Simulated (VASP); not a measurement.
Data:

```xyz
2
Lattice="0.0000 2.4763 2.4763 2.4763 0.0000 2.4763 2.4763 2.4763 0.0000" Properties=species:S:1:pos:R:3 pbc="T T T"
Gd     0.0000     0.0000     0.0000
N      2.4763     2.4763     2.4763
```

These are optB86b-vdW, VASP's PBE PAW potentials (set 64) (plane waves; VASP) values and carry that method's errors. Settings: 520 eV cut-off, 11×11×11 Γ-centred mesh, first-order Methfessel-Paxton smearing of 0.10 eV, potentials Gd_3 N.

The 4f electrons are frozen in the core of the lanthanide potential, so 4f levels, which can set the real gap, and their magnetism are missing.

Task: Predict the energy per atom (σ→0), band gap (on the k-mesh) with the smallest direct gap where there is one.

Result: 
| Quantity | Value |
|---|---|
| band gap (on the k-mesh) | none (metal, semimetal or under 0.01 eV) |
| energy per atom (σ→0) | -6.340 eV/atom |

Only differences to runs with the same potentials and settings are physical.

The compound is GdN in the rock salt structure. It was relaxed first. The start is the result of an earlier pass.
